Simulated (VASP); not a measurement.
Computed with PBEsol GGA, VASP's PBE PAW potentials (set 64) (plane waves; VASP).

A VASP calculation is set up with these files.

**INCAR**
```
SYSTEM  =  Ru(100) slab
PREC  =  Normal; ENCUT  =  400; LREAL  =  .FALSE.
LASPH  =  .TRUE.
EDIFF  =  1E-6; NELM  =  100; NELMIN  =  4
ALGO  =  Normal; LMAXMIX  =  4
ISMEAR  =  1; SIGMA  =  0.1
GGA  =  PS
LWAVE  =  .FALSE.; LCHARG  =  .FALSE.; LORBIT  =  11
LVHAR  =  .TRUE.
DIPOL  =  0.5 0.5 0.5
LDIPOL  =  .TRUE.; IDIPOL  =  3
```

File KPOINTS:
```
Regular mesh
0
Gamma
  7 10 1
0 0 0
```

File POSCAR:
```
Ru(100) slab
1.0
  4.2458559801   0.0000000000   0.0000000000
  0.0000000000   2.6916765421   0.0000000000
  0.0000000000   0.0000000000  24.2228203220
Ru
8
Cartesian
  1.0614639950   1.3458382711   8.9980078539
  3.1843919851   0.0000000000   8.3518121397
  1.0614639950   0.0000000000  11.2935437535
  3.1843919851   1.3458382711  10.5458803744
  1.0614639950   1.3458382711  13.6769399476
  3.1843919851   0.0000000000  12.9292765685
  1.0614639950   0.0000000000  15.8710081823
  3.1843919851   1.3458382711  15.2248124681
```

POTCAR, in this order: Ru_pv (PBE.64 set). Program: vasp_std. Read from the step before: WAVECAR.

Output of the run:

**OSZICAR**
```
       N       E                     dE             d eps       ncg     rms          rms(c)
DAV:   1    -0.764401739368E+02   -0.76440E+02   -0.34117E-03  3961   0.502E-01    0.322E-01
DAV:   2    -0.764611867719E+02   -0.21013E-01   -0.65902E-02  4060   0.228E+00    0.134E+00
DAV:   3    -0.764399541634E+02    0.21233E-01   -0.47021E-02  4105   0.178E+00    0.336E-01
DAV:   4    -0.764387275088E+02    0.12267E-02   -0.44526E-03  3951   0.513E-01    0.261E-02
DAV:   5    -0.764387545059E+02   -0.26997E-04   -0.19260E-04  3639   0.863E-02    0.287E-02
DAV:   6    -0.764387472000E+02    0.73059E-05   -0.25441E-05  3821   0.444E-02    0.585E-03
DAV:   7    -0.764387476540E+02   -0.45396E-06   -0.12796E-06  2118   0.627E-03
   1 F= -.76438748E+02 E0= -.76437952E+02  d E =-.238670E-02
```

OUTCAR:
```
------------------------ aborting loop because EDIFF is reached ----------------------------------------
  FORCE on cell =-STRESS in cart. coord.  units (eV):
  Direction    XX          YY          ZZ          XY          YZ          ZX
  --------------------------------------------------------------------------------------
  Total       -1.5869222     -6.0427270     -0.6553323      0.0000000      0.0000000      0.0000000
  in kB       -9.1844550    -34.9728252     -3.7927946      0.0000000      0.0000000      0.0000000
  external PRESSURE =     -15.9833583 kB  Pullay stress =       0.0000000 kB
  volume of cell :      276.83
      direct lattice vectors                 reciprocal lattice vectors
     4.245855980  0.000000000  0.000000000     0.235523768  0.000000000  0.000000000
     0.000000000  2.691676542  0.000000000     0.000000000  0.371515665  0.000000000
     0.000000000  0.000000000 24.222820322     0.000000000  0.000000000  0.041283384
 POSITION                                       TOTAL-FORCE (eV/Angst)
 -----------------------------------------------------------------------------------
      1.06146      1.34584      8.99801         0.000000      0.000000      0.011695
      3.18439      0.00000      8.35181        -0.000000     -0.000000     -0.022759
      1.06146      0.00000     11.29354         0.000000     -0.000000      0.020966
      3.18439      1.34584     10.54588        -0.000000     -0.000000      0.017448
      1.06146      1.34584     13.67694         0.000000     -0.000000     -0.017448
      3.18439      0.00000     12.92928        -0.000000     -0.000000     -0.020966
      1.06146      0.00000     15.87101        -0.000000     -0.000000      0.022759
      3.18439      1.34584     15.22481        -0.000000     -0.000000     -0.011695
 -----------------------------------------------------------------------------------
    total drift:                                0.000000      0.000000      0.000000
  FREE ENERGIE OF THE ION-ELECTRON SYSTEM (eV)
  ---------------------------------------------------
  free  energy   TOTEN  =       -76.4387476540 eV

  energy  without entropy=      -76.4363609533  energy(sigma->0) =      -76.43795209

 total charge

# of ion       s       p       d       tot
------------------------------------------
    1        0.417   6.282   5.956  12.654
    2        0.400   6.226   6.001  12.626
    3        0.402   6.321   5.973  12.696
    4        0.419   6.335   5.975  12.729
    5        0.419   6.335   5.975  12.729
    6        0.402   6.321   5.973  12.696
    7        0.400   6.226   6.001  12.626
    8        0.417   6.282   5.956  12.654
--------------------------------------------------
tot          3.274  50.327  47.810 101.411
```
(Selected blocks of OUTCAR.)

**OUTCAR**
```
 val. band max:        2.1315865589   @ k =   0.0000   0.3000   0.0000

 cond. band min:       2.1337444095   @ k =   0.2857   0.2000   0.0000


 Fermi energy:         2.1329052146

 k-point     1 :       0.0000    0.0000    0.0000
  band No.  band energies     occupation
      1     -41.6505      2.00000
      2     -41.5232      2.00000
      3     -41.4265      2.00000
      4     -41.3108      2.00000
      5     -41.2186      2.00000
      6     -41.1469      2.00000
      7     -41.0815      2.00000
      8     -41.0358      2.00000
      9     -40.9634      2.00000
     10     -40.8862      2.00000
     11     -40.7186      2.00000
     12     -40.6713      2.00000
     13     -40.6513      2.00000
     14     -40.6292      2.00000
     15     -40.6260      2.00000
     16     -40.6173      2.00000
     17     -40.6132      2.00000
     18     -40.5352      2.00000
     19     -40.4837      2.00000
     20     -40.4654      2.00000
     21     -40.2971      2.00000
     22     -40.2956      2.00000
     23     -40.2345      2.00000
     24     -40.2341      2.00000
     25      -5.7660      2.00000
     26      -4.6410      2.00000
     27      -4.2323      2.00000
     28      -4.0871      2.00000
     29      -3.8554      2.00000
     30      -3.8245      2.00000
     31      -3.4722      2.00000
     32      -3.4183      2.00000
     33      -3.2391      2.00000
     34      -2.5512      2.00000
     35      -1.2559      2.00000
     36      -1.1970      2.00000
     37      -1.0958      2.00000
     38      -0.7654      2.00000
     39      -0.7218      2.00000
     40      -0.5591      2.00000
     41      -0.4823      2.00000
     42      -0.2716      2.00000
     43      -0.2165      2.00000
     44      -0.0884      2.00000
     45      -0.0836      2.00000
     46       0.1191      2.00000
     47       0.1597      2.00000
     48       0.1770      2.00000
     49       0.2893      2.00000
     50       0.5589      2.00000
     51       0.5692      2.00000
...
```

The cell is a thin slab with vacuum, built from Ru (hcp): (100) face.
